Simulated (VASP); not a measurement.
Calculation: r2SCAN+rVV10, VASP's PBE PAW potentials (set 64) (plane waves; VASP).

Input for VASP

**KPOINTS**
```
kpoints
0
G
 9 9 9
0 0 0
```

### INCAR
```
SYSTEM = Ni3Fe
PREC = Accurate
ENCUT = 520
EDIFF = 1E-7
NELM = 100
ALGO = Normal
LREAL = .FALSE.
LASPH = .TRUE.
ISMEAR = 1
SIGMA = 0.1
METAGGA = R2SCAN
LUSE_VDW = .TRUE.
BPARAM = 11.95
CPARAM = 0.0093
LMIXTAU = .TRUE.
LMAXMIX = 4
ISPIN = 2
MAGMOM = 3.2 0.7 0.7 0.7
LORBIT = 10
LWAVE = .FALSE.
LCHARG = .FALSE.
ISIF = 2
```

### POSCAR
```
Ni3Fe
1
    3.5038433176     0.0000000000     0.0000000000
    0.0000000000     3.5038433176     0.0000000000
    0.0000000000     0.0000000000     3.5038433176
Fe Ni
1 3
Direct
  0.0000000000   0.0000000000   0.0000000000
  0.0000000000   0.5000000000   0.5000000000
  0.5000000000   0.0000000000   0.5000000000
  0.5000000000   0.5000000000   0.0000000000
```

POTCAR, in this order: Fe Ni (PBE.64 set). Program: vasp_std.

Output

**OSZICAR**
```
       N       E                     dE             d eps       ncg     rms          rms(c)
DAV:   1     0.223326984938E+03    0.22333E+03   -0.17898E+04  3768   0.213E+03
DAV:   2    -0.436089590128E+02   -0.26694E+03   -0.25667E+03  3648   0.374E+02
DAV:   3    -0.586074320992E+02   -0.14998E+02   -0.14324E+02  3750   0.124E+02
DAV:   4    -0.588033731545E+02   -0.19594E+00   -0.19555E+00  3894   0.148E+01
DAV:   5    -0.588094551224E+02   -0.60820E-02   -0.60813E-02  5236   0.207E+00    0.228E+01
DAV:   6    -0.524302135966E+02    0.63792E+01   -0.55626E+01  3904   0.133E+02    0.313E+01
DAV:   7    -0.532453438895E+02   -0.81513E+00   -0.23948E+01  4260   0.128E+02    0.252E+01
DAV:   8    -0.494981658856E+02    0.37472E+01   -0.12549E+01  4482   0.615E+01    0.628E+00
DAV:   9    -0.498023561011E+02   -0.30419E+00   -0.10723E+00  4128   0.131E+01    0.334E+00
DAV:  10    -0.497904888588E+02    0.11867E-01   -0.16661E-01  4844   0.881E+00    0.189E+00
DAV:  11    -0.497875868609E+02    0.29020E-02   -0.67543E-02  4570   0.366E+00    0.116E+00
DAV:  12    -0.497897241903E+02   -0.21373E-02   -0.89268E-03  4228   0.145E+00    0.419E-01
DAV:  13    -0.497903962815E+02   -0.67209E-03   -0.14289E-03  4754   0.540E-01    0.133E-01
DAV:  14    -0.497904115421E+02   -0.15261E-04   -0.27808E-04  5076   0.339E-01    0.833E-02
DAV:  15    -0.497904406080E+02   -0.29066E-04   -0.49523E-05  4738   0.992E-02    0.338E-02
DAV:  16    -0.497904490702E+02   -0.84622E-05   -0.24676E-05  4792   0.126E-01    0.175E-02
DAV:  17    -0.497904510881E+02   -0.20179E-05   -0.57594E-06  4400   0.643E-02    0.485E-03
DAV:  18    -0.497904519481E+02   -0.86000E-06   -0.65536E-07  3756   0.831E-03    0.388E-03
DAV:  19    -0.497904519416E+02    0.65243E-08   -0.16208E-07  2228   0.128E-02
   1 F= -.49790452E+02 E0= -.49790529E+02  d E =0.232548E-03  mag=     5.2397
```

**OUTCAR**
```
------------------------ aborting loop because EDIFF is reached ----------------------------------------
  FORCE on cell =-STRESS in cart. coord.  units (eV):
  Direction    XX          YY          ZZ          XY          YZ          ZX
  --------------------------------------------------------------------------------------
  Total        0.0263429      0.0263429      0.0263429     -0.0000000      0.0000000     -0.0000000
  in kB        0.9811599      0.9811599      0.9811599     -0.0000000      0.0000000     -0.0000000
  external PRESSURE =       0.9811599 kB  Pullay stress =       0.0000000 kB
  volume of cell :       43.02
      direct lattice vectors                 reciprocal lattice vectors
     3.503843318  0.000000000  0.000000000     0.285400890  0.000000000  0.000000000
     0.000000000  3.503843318  0.000000000     0.000000000  0.285400890  0.000000000
     0.000000000  0.000000000  3.503843318     0.000000000  0.000000000  0.285400890
 POSITION                                       TOTAL-FORCE (eV/Angst)
 -----------------------------------------------------------------------------------
      0.00000      0.00000      0.00000         0.000000      0.000000      0.000000
      0.00000      1.75192      1.75192         0.000000      0.000000      0.000000
      1.75192      0.00000      1.75192         0.000000      0.000000      0.000000
      1.75192      1.75192      0.00000         0.000000      0.000000      0.000000
 -----------------------------------------------------------------------------------
    total drift:                                0.000000      0.000000      0.000000
  FREE ENERGIE OF THE ION-ELECTRON SYSTEM (eV)
  ---------------------------------------------------
  free  energy   TOTEN  =       -49.7904519416 eV

  energy  without entropy=      -49.7906844894  energy(sigma->0) =      -49.79052946

 total charge

# of ion       s       p       d       tot
------------------------------------------
    1        0.498   0.567   6.058   7.123
    2        0.538   0.574   8.333   9.445
    3        0.538   0.574   8.333   9.445
    4        0.538   0.574   8.333   9.445
--------------------------------------------------
tot          2.112   2.291  31.057  35.459

 magnetization (x)

# of ion       s       p       d       tot
------------------------------------------
    1        0.024  -0.012   3.144   3.156
    2       -0.020  -0.072   0.816   0.724
    3       -0.020  -0.072   0.816   0.724
    4       -0.020  -0.072   0.816   0.724
--------------------------------------------------
tot         -0.037  -0.227   5.592   5.329
```
(Selected blocks of OUTCAR.)

The compound is Ni3Fe in the L1_2 structure. It was relaxed first.
